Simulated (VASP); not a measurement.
Output of a VASP run:

OUTCAR:
```
 ion  position               nearest neighbor table
   1  0.000  0.000  0.000-   4 1.89   5 1.89   4 1.89   5 1.89   3 1.90   6 1.90
   2  0.500  0.500  0.500-   3 1.89   6 1.89   3 1.89   6 1.89   5 1.90   4 1.90
   3  0.304  0.304  0.000-   2 1.89   2 1.89   1 1.90
   4  0.804  0.196  0.500-   1 1.89   1 1.89   2 1.90
   5  0.196  0.804  0.500-   1 1.89   1 1.89   2 1.90
   6  0.696  0.696  0.000-   2 1.89   2 1.89   1 1.90
  LATTYP: Found a simple tetragonal cell.
 ALAT       =     4.4263379779
 C/A-ratio  =     0.6473768048
 Subroutine PRICEL returns:
 Original cell was already a primitive cell.
 Subroutine GETGRP returns: Found 16 space group operations
The static configuration has the point symmetry D_2h.
 The point group associated with its full space group is D_4h.
The dynamic configuration has the point symmetry D_2h.
The overall configuration has the point symmetry D_2h.
 Subroutine INISYM returns: Found 16 space group operations
 Subroutine IBZKPT returns following result:
 Found    105 irreducible k-points:

 Following reciprocal coordinates:
            Coordinates               Weight
  0.000000  0.000000  0.000000      1.000000
  0.125000  0.000000  0.000000      4.000000
  0.250000  0.000000  0.000000      4.000000
  0.375000  0.000000  0.000000      4.000000
  0.500000  0.000000  0.000000      2.000000
  0.125000  0.125000  0.000000      4.000000
  0.250000  0.125000  0.000000      8.000000
  0.375000  0.125000  0.000000      8.000000
  0.500000  0.125000  0.000000      4.000000
  0.250000  0.250000  0.000000      4.000000
  0.375000  0.250000  0.000000      8.000000
  0.500000  0.250000  0.000000      4.000000
  0.375000  0.375000  0.000000      4.000000
  0.500000  0.375000  0.000000      4.000000
  0.500000  0.500000  0.000000      1.000000
  0.000000  0.000000  0.083333      2.000000
  0.125000  0.000000  0.083333      8.000000
  0.250000  0.000000  0.083333      8.000000
  0.375000  0.000000  0.083333      8.000000
  0.500000  0.000000  0.083333      4.000000
  0.125000  0.125000  0.083333      8.000000
  0.250000  0.125000  0.083333     16.000000
  0.375000  0.125000  0.083333     16.000000
  0.500000  0.125000  0.083333      8.000000
  0.250000  0.250000  0.083333      8.000000
  0.375000  0.250000  0.083333     16.000000
  0.500000  0.250000  0.083333      8.000000
  0.375000  0.375000  0.083333      8.000000
  0.500000  0.375000  0.083333      8.000000
  0.500000  0.500000  0.083333      2.000000
  0.000000  0.000000  0.166667      2.000000
  0.125000  0.000000  0.166667      8.000000
  0.250000  0.000000  0.166667      8.000000
  0.375000  0.000000  0.166667      8.000000
  0.500000  0.000000  0.166667      4.000000
  0.125000  0.125000  0.166667      8.000000
  0.250000  0.125000  0.166667     16.000000
  0.375000  0.125000  0.166667     16.000000
  0.500000  0.125000  0.166667      8.000000
  0.250000  0.250000  0.166667      8.000000
   k-points           NKPTS =    105   k-points in BZ     NKDIM =    105   number of bands    NBANDS=     30
   number of dos      NEDOS =    601   number of ions     NIONS =      6
   total plane-waves  NPLWV =  31104
   dimension x,y,z NGX =    36 NGY =   36 NGZ =   24
   dimension x,y,z NGXF=    72 NGYF=   72 NGZF=   48
   ions per type =               2   4
   PREC   = accura    normal or accurate (medium, high low for compatibility)
   ISTART =      0    job   : 0-new  1-cont  2-samecut
   ICHARG =      2    charge: 1-file 2-atom 10-const
   ISPIN  =      2    spin polarized calculation?
   LNONCOLLINEAR =      F non collinear calculations
   LSORBIT =      F    spin-orbit coupling
   INIWAV =      1    electr: 0-lowe 1-rand  2-diag
   ENCUT  =  520.0 eV  38.22 Ry    6.18 a.u.   8.23  8.23  5.33*2*pi/ulx,y,z
   NELM   =    100;   NELMIN=  2; NELMDL= -5     # of ELM steps
   EDIFF  = 0.1E-06   stopping-criterion for ELM
   LREAL  =      F    real-space projection
...
```

### OSZICAR
```
       N       E                     dE             d eps       ncg     rms          rms(c)
DAV:   1     0.652273106869E+03    0.65227E+03   -0.28656E+04 12920   0.202E+03
DAV:   2     0.204828099095E+02   -0.63179E+03   -0.59563E+03 13544   0.570E+02
DAV:   3    -0.612817524176E+02   -0.81765E+02   -0.79903E+02 15724   0.193E+02
DAV:   4    -0.643070557630E+02   -0.30253E+01   -0.29644E+01 14714   0.336E+01
DAV:   5    -0.643614185597E+02   -0.54363E-01   -0.54356E-01 13126   0.515E+00    0.436E+01
DAV:   6    -0.613885747123E+02    0.29728E+01   -0.17974E+02 15808   0.121E+02    0.587E+01
DAV:   7    -0.504390109439E+02    0.10950E+02   -0.14167E+02 16460   0.126E+02    0.199E+01
DAV:   8    -0.483109041202E+02    0.21281E+01   -0.93117E+00 13520   0.293E+01    0.801E+00
DAV:   9    -0.479070288332E+02    0.40388E+00   -0.20294E+00 17012   0.142E+01    0.293E+00
DAV:  10    -0.479212219034E+02   -0.14193E-01   -0.19322E-01 13314   0.369E+00    0.161E+00
DAV:  11    -0.479159777831E+02    0.52441E-02   -0.30251E-02 13540   0.216E+00    0.424E-01
DAV:  12    -0.479161802293E+02   -0.20245E-03   -0.33054E-03 14266   0.640E-01    0.238E-01
DAV:  13    -0.479159513346E+02    0.22889E-03   -0.31037E-04 16602   0.207E-01    0.101E-01
DAV:  14    -0.479158479470E+02    0.10339E-03   -0.11225E-04 14104   0.148E-01    0.307E-02
DAV:  15    -0.479157886636E+02    0.59283E-04   -0.82987E-05 14746   0.115E-01    0.240E-02
DAV:  16    -0.479158028405E+02   -0.14177E-04   -0.17704E-05 13532   0.575E-02    0.865E-03
DAV:  17    -0.479158064408E+02   -0.36004E-05   -0.15152E-06 16788   0.134E-02    0.155E-03
DAV:  18    -0.479158070707E+02   -0.62986E-06   -0.24145E-07  9492   0.352E-03    0.146E-03
DAV:  19    -0.479158066530E+02    0.41768E-06   -0.14264E-08  6420   0.149E-03    0.656E-04
DAV:  20    -0.479158061433E+02    0.50972E-06   -0.10140E-08  6390   0.112E-03    0.203E-04
DAV:  21    -0.479158060067E+02    0.13654E-06   -0.57751E-09  6348   0.529E-04    0.131E-04
DAV:  22    -0.479158061042E+02   -0.97427E-07   -0.53647E-10  6378   0.194E-04
   1 F= -.47915806E+02 E0= -.47915806E+02  d E =0.000000E+00  mag=     0.0000
```

OUTCAR:
```
------------------------ aborting loop because EDIFF is reached ----------------------------------------
  FORCE on cell =-STRESS in cart. coord.  units (eV):
  Direction    XX          YY          ZZ          XY          YZ          ZX
  --------------------------------------------------------------------------------------
  Total        0.0397495      0.0397495      0.0827055      0.0000000      0.0000000      0.0000000
  in kB        1.1343605      1.1343605      2.3602284      0.0000000      0.0000000      0.0000000
  external PRESSURE =       1.5429832 kB  Pullay stress =       0.0000000 kB
  volume of cell :       56.14
      direct lattice vectors                 reciprocal lattice vectors
     4.426337978  0.000000000  0.000000000     0.225920389  0.000000000  0.000000000
     0.000000000  4.426337978  0.000000000     0.000000000  0.225920389  0.000000000
     0.000000000  0.000000000  2.865508537     0.000000000  0.000000000  0.348978196
 POSITION                                       TOTAL-FORCE (eV/Angst)
 -----------------------------------------------------------------------------------
      0.00000      0.00000      0.00000         0.000000     -0.000000      0.000000
      2.21317      2.21317      1.43275         0.000000     -0.000000      0.000000
      1.34504      1.34504      0.00000        -0.002619     -0.002619      0.000000
      3.55821      0.86813      1.43275        -0.002619      0.002619      0.000000
      0.86813      3.55821      1.43275         0.002619     -0.002619      0.000000
      3.08130      3.08130      0.00000         0.002619      0.002619      0.000000
 -----------------------------------------------------------------------------------
    total drift:                                0.000000      0.000000      0.000000
  FREE ENERGIE OF THE ION-ELECTRON SYSTEM (eV)
  ---------------------------------------------------
  free  energy   TOTEN  =       -47.9158061042 eV

  energy  without entropy=      -47.9158061042  energy(sigma->0) =      -47.91580610

 total charge

# of ion       s       p       d       tot
------------------------------------------
    1        0.346   6.455   4.918  11.720
    2        0.346   6.455   4.918  11.720
    3        1.566   3.451   0.000   5.017
    4        1.566   3.451   0.000   5.017
    5        1.566   3.451   0.000   5.017
    6        1.566   3.451   0.000   5.017
--------------------------------------------------
tot          6.958  26.714   9.836  43.508

 magnetization (x)

# of ion       s       p       d       tot
------------------------------------------
    1        0.011   0.018   2.424   2.453
    2       -0.011  -0.018  -2.424  -2.453
    3       -0.001  -0.050   0.000  -0.051
    4        0.001   0.050   0.000   0.051
    5        0.001   0.050   0.000   0.051
    6       -0.001  -0.050   0.000  -0.051
--------------------------------------------------
tot          0.000   0.000  -0.000  -0.000

 Electric field gradients after diagonalization (V/A^2)
 (convention: |V_zz| > |V_xx| > |V_yy|)
----------------------------------------------------------------------
 ion       V_xx      V_yy      V_zz     asymmetry (V_yy - V_xx)/ V_zz
----------------------------------------------------------------------
   1      -5.754    -1.913     7.666       0.501
   2      -5.754    -1.913     7.666       0.501
   3      62.286    25.613   -87.899       0.417
   4      62.286    25.613   -87.899       0.417
   5      62.286    25.613   -87.899       0.417
   6      62.286    25.613   -87.899       0.417
```
(Selected blocks of OUTCAR.)

### POSCAR
```
MnO2
1
    4.4263379779    -0.0000000000     0.0000000000
    0.0000000000     4.4263379779     0.0000000000
    0.0000000000     0.0000000000     2.8655085371
Mn O
2 4
Direct
  1.0000000000   0.0000000000   0.0000000000
  0.5000000000   0.5000000000   0.5000000000
  0.3038714492   0.3038714492   1.0000000000
  0.8038714492   0.1961285508   0.5000000000
  0.1961285508   0.8038714492   0.5000000000
  0.6961285508   0.6961285508   0.0000000000
```

Problem. Reconstruct the remaining input files.

Solution. This is not unique; one that fits is the input of the run itself, PW91 GGA, plane waves, VASP's PBE PAW potentials (set 64).

**KPOINTS**
```
Automatic
0
Gamma
8 8 12
```

INCAR:
```
SYSTEM = MnO2
PREC = Accurate
ENCUT = 520
EDIFF = 1E-7
NELM = 100
ALGO = Normal
LREAL = .FALSE.
LASPH = .TRUE.
ISMEAR = -5
GGA = 91
LMAXMIX = 4
ISPIN = 2
MAGMOM = 2.4 -2.4 -0.0 0.0 0.0 -0.0
LORBIT = 11
LWAVE = .FALSE.
LCHARG = .TRUE.
NEDOS = 601
ISIF = 2
LEFG = .TRUE.
```

POTCAR, in this order: Mn_pv O (PBE.64 set). Program: vasp_std.

For a metal the tetrahedron method with Blöchl corrections gives inexact stress and forces.

The compound is MnO2 in the rutile structure. It was relaxed first.
